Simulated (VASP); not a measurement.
Computed with PBEsol GGA, VASP's PBE PAW potentials (set 64) (plane waves; VASP 6.6.1).

VASP input:

**POSCAR**
```
Ti
1.0
  1.4487519945  -2.5093121178   0.0000000000
  1.4487519945   2.5093121178   0.0000000000
  0.0000000000   0.0000000000   4.5915947397
Ti
2
Cartesian
  1.4487519945   0.8364390455   1.1478986849
  1.4487519945  -0.8364390455   3.4436960548
```

INCAR:
```
ALGO = Normal
EDIFF = 1E-7
EDIFFG = -0.01
ENCUT = 520
GGA = PS
IBRION = 2
ISIF = 4
ISMEAR = 1
LASPH = .True.
LCHARG = .False.
LMAXMIX = 4
LREAL = .False.
LWAVE = .False.
NELM = 100
NSW = 30
PREC = Accurate
SIGMA = 0.1
SYSTEM = Ti
```

**KPOINTS**
```
Automatic mesh
0
Gamma
14 14 8
0 0 0
```

POTCAR, in this order: Ti_sv (PBE.64 set). Program: vasp_std.

Output

File OSZICAR:
```
       N       E                     dE             d eps       ncg     rms          rms(c)
DAV:   1     0.248208109991E+03    0.24821E+03   -0.13679E+04  3840   0.189E+03
DAV:   2     0.980141037760E+01   -0.23841E+03   -0.23700E+03  3944   0.496E+02
DAV:   3    -0.177552176295E+02   -0.27557E+02   -0.27323E+02  7568   0.137E+02
DAV:   4    -0.188517251684E+02   -0.10965E+01   -0.10965E+01  3968   0.290E+01
DAV:   5    -0.189091908574E+02   -0.57466E-01   -0.57465E-01  6336   0.461E+00    0.129E+01
DAV:   6    -0.166857985888E+02    0.22234E+01   -0.80463E+00  4520   0.336E+01    0.324E+00
DAV:   7    -0.166602069264E+02    0.25592E-01   -0.91919E-01  5768   0.816E+00    0.209E+00
DAV:   8    -0.166891678838E+02   -0.28961E-01   -0.23911E-01  4472   0.662E+00    0.751E-01
DAV:   9    -0.166794733711E+02    0.96945E-02   -0.56253E-02  4592   0.281E+00    0.739E-02
DAV:  10    -0.166798497160E+02   -0.37634E-03   -0.29243E-03  6056   0.432E-01    0.945E-02
DAV:  11    -0.166798885743E+02   -0.38858E-04   -0.20926E-04  4680   0.141E-01    0.317E-02
DAV:  12    -0.166798805242E+02    0.80501E-05   -0.41965E-05  4968   0.595E-02    0.541E-03
DAV:  13    -0.166798807687E+02   -0.24448E-06   -0.10932E-06  5088   0.103E-02    0.837E-04
DAV:  14    -0.166798810207E+02   -0.25207E-06   -0.19507E-07  3440   0.312E-03    0.576E-04
DAV:  15    -0.166798810402E+02   -0.19454E-07   -0.31200E-08  2448   0.170E-03
   1 F= -.16679881E+02 E0= -.16680631E+02  d E =-.166799E+02
       N       E                     dE             d eps       ncg     rms          rms(c)
DAV:   1    -0.166799444690E+02   -0.63448E-04   -0.34099E-03  4048   0.841E-01    0.543E-02
DAV:   2    -0.166799080009E+02    0.36468E-04   -0.19613E-04  3864   0.178E-01    0.284E-02
DAV:   3    -0.166798915870E+02    0.16414E-04   -0.59907E-05  5656   0.834E-02    0.333E-03
DAV:   4    -0.166798916241E+02   -0.37145E-07   -0.49425E-06  4480   0.326E-02    0.169E-03
DAV:   5    -0.166798916033E+02    0.20854E-07   -0.14559E-07  3576   0.465E-03
   2 F= -.16679892E+02 E0= -.16680639E+02  d E =-.105631E-04
```

### OUTCAR
```
------------------------ aborting loop because EDIFF is reached ----------------------------------------
  FORCE on cell =-STRESS in cart. coord.  units (eV):
  Direction    XX          YY          ZZ          XY          YZ          ZX
  --------------------------------------------------------------------------------------
  Total       -0.0066914     -0.0066914     -0.0198902      0.0000000      0.0000000      0.0000000
  in kB       -0.3211337     -0.3211337     -0.9545707      0.0000000      0.0000000      0.0000000
  external PRESSURE =      -0.5322794 kB  Pullay stress =       0.0000000 kB
  volume of cell :       33.38
      direct lattice vectors                 reciprocal lattice vectors
     1.449105383 -2.509924205  0.000000000     0.345040468 -0.199209203  0.000000000
     1.449105383  2.509924205  0.000000000     0.345040468  0.199209203  0.000000000
     0.000000000  0.000000000  4.589355537    -0.000000000  0.000000000  0.217895518
 POSITION                                       TOTAL-FORCE (eV/Angst)
 -----------------------------------------------------------------------------------
      1.44911      0.83664      1.14734        -0.000000      0.000000      0.000000
      1.44911     -0.83664      3.44202         0.000000     -0.000000      0.000000
 -----------------------------------------------------------------------------------
    total drift:                                0.000000      0.001054     -0.000021
  FREE ENERGIE OF THE ION-ELECTRON SYSTEM (eV)
  ---------------------------------------------------
  free  energy   TOTEN  =       -16.6798916033 eV

  energy  without entropy=      -16.6821340226  energy(sigma->0) =      -16.68063908

 reached required accuracy - stopping structural energy minimisation
```
(Selected blocks of OUTCAR.)

**CONTCAR**
```
Ti
   1.00000000000000
     1.4491053833882270   -2.5099242053205635    0.0000000000000000
     1.4491053833882270    2.5099242053205635    0.0000000000000000
     0.0000000000000000    0.0000000000000000    4.5893555365001140
  Ti
     2
Direct
     0.3333330000000032    0.6666669999999968    0.2500000000000000
     0.6666669999999968    0.3333330000000032    0.7500000000000000
```

### OUTCAR
```
 val. band max:        8.6282291114   @ k =   0.2143   0.2143   0.5000

 cond. band min:       8.6609802880   @ k =   0.2857   0.2857   0.3750


 Fermi energy:         8.6419437458

 k-point     1 :       0.0000    0.0000    0.0000
  band No.  band energies     occupation
      1     -47.9354      2.00000
      2     -47.7714      2.00000
      3     -24.6792      2.00000
      4     -23.9376      2.00000
      5     -23.9376      2.00000
      6     -23.8626      2.00000
      7     -23.8224      2.00000
      8     -23.8224      2.00000
      9       2.3294      2.00000
     10       5.8374      2.00000
     11       9.4255     -0.00000
     12       9.4255     -0.00000
     13       9.5281     -0.00000
     14       9.5502     -0.00000
     15       9.9563     -0.00000
     16       9.9563     -0.00000

 k-point     2 :       0.0714   -0.0000    0.0000
  band No.  band energies     occupation
      1     -47.9293      2.00000
      2     -47.7690      2.00000
      3     -24.6663      2.00000
      4     -23.9642      2.00000
      5     -23.9465      2.00000
      6     -23.8681      2.00000
      7     -23.8502      2.00000
      8     -23.8258      2.00000
      9       2.4787      2.00000
     10       5.9562      2.00000
     11       9.1457     -0.00000
     12       9.2239     -0.00000
     13       9.5326     -0.00000
     14       9.7645     -0.00000
     15       9.8836     -0.00000
     16      10.0516     -0.00000

 k-point     3 :       0.1429   -0.0000    0.0000
  band No.  band energies     occupation
      1     -47.9122      2.00000
      2     -47.7626      2.00000
      3     -24.6288      2.00000
      4     -24.0392      2.00000
      5     -23.9708      2.00000
      6     -23.9267      2.00000
      7     -23.8845      2.00000
      8     -23.8359      2.00000
      9       2.9120      2.00000
     10       6.2765      2.00000
     11       8.6006      1.63819
     12       8.7361     -0.03588
     13       9.6541     -0.00000
...
```

The compound is Ti in the hcp structure. This run relaxes it. Symmetry was kept, so distortions that lower it aren't found.
